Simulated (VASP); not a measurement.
# Sn3PdI: density of states with PBE

Crystal: Sn3PdI.

```xyz
5
Lattice="0.1343 4.9323 0.0487 4.9588 0.1343 0.0209 2.5220 2.4762 -5.6799" Properties=species:S:1:pos:R:3 pbc="T T T"
I     3.0662    7.2939   -5.5995
Pd    4.8487    4.9310   -3.8252
Sn    2.4939    4.8325   -2.8933
Sn    4.8853    2.5289   -2.7772
Sn    2.4552    2.5766   -0.7851
```

The cell was built by a generator and needn't be a form met in nature.

| Quantity | Value |
| --- | --- |
| Program | VASP 6.6.1 |
| Task | density of states |
| Functional | PBE |
| Potentials or basis | VASP PAW PBE potentials, release 64 (I, Pd, Sn_d) |
| Cutoff | 520 eV |
| k mesh | 4 × 4 × 3, shifted |
| Occupations | fermi-dirac, width 0.1 eV |
| Spin | no spin polarisation |
| Dipole correction | no |
| k mesh for the DOS | 6 × 6 × 5 |
| Occupations for the DOS | tetrahedron |
| Further INCAR settings | ALGO = Fast; EDIFF = 1e-06 |

```yaml
Valence_electrons_inside_the_program's_atomic_spheres: I 4.27; Pd 9.59; Sn 12.19, 12.17, 12.18
```

Levels at points of the mesh, in eV from the Fermi level:
| k point | band 27 | band 28 | band 29 | band 30 | band 31 | band 32 |
| --- | --- | --- | --- | --- | --- | --- |
| (0.00, 0.00, 0.00) | -1.87 | -1.70 | -1.14 | -0.81 | 0.53 | 1.83 |
| (0.50, 0.00, 0.00) | -1.72 | -1.39 | -0.64 | 0.21 | 0.51 | 0.68 |
| (0.00, 0.50, 0.00) | -2.19 | -1.85 | -0.36 | 0.20 | 0.78 | 1.06 |
| (0.50, 0.50, 0.00) | -2.46 | -1.61 | -1.36 | -0.50 | 0.82 | 2.67 |

States per cell in windows of 1 eV (zero at the Fermi level; states under -8 eV left out):
```csv
from (eV),total,Pd2_d,I1_p,Sn5_p,Sn3_p,Sn4_p,Sn4_s
-8.0,1.58,0.07,0.04,0.02,0.02,0.02,0.33
-7.0,2.47,0.23,0.07,0.03,0.02,0.02,0.40
-6.0,0.00,0.00,0.00,0.00,0.00,0.00,0.00
-5.0,3.12,0.77,0.54,0.12,0.15,0.14,0.02
-4.0,7.16,3.81,0.68,0.17,0.27,0.27,0.03
-3.0,5.54,2.72,0.81,0.17,0.07,0.10,0.06
-2.0,2.34,0.69,0.27,0.13,0.11,0.10,0.08
-1.0,2.85,0.36,0.27,0.25,0.27,0.24,0.03
0.0,3.04,0.23,0.29,0.30,0.32,0.31,0.03
1.0,1.64,0.10,0.09,0.17,0.19,0.20,0.03
2.0,2.86,0.19,0.10,0.35,0.29,0.29,0.05
3.0,2.90,0.17,0.09,0.39,0.34,0.34,0.03
4.0,0.63,0.03,0.02,0.08,0.09,0.09,0.00
5.0,0.00,0.00,0.00,0.00,0.00,0.00,0.00
```

Wall time 5.1 min on 1 thread of Intel(R) Xeon(R) 6975P-C (Granite Rapids), on a shared host, peak memory 0.55 GiB.

Caveat: the k mesh is coarse (spacing up to 0.37 Å⁻¹), so the values aren't converged; an odd number of electrons without spin polarisation forces a metal; a magnetic or distorted state may lie lower. Spin-orbit coupling is left out, which matters for the levels of I.
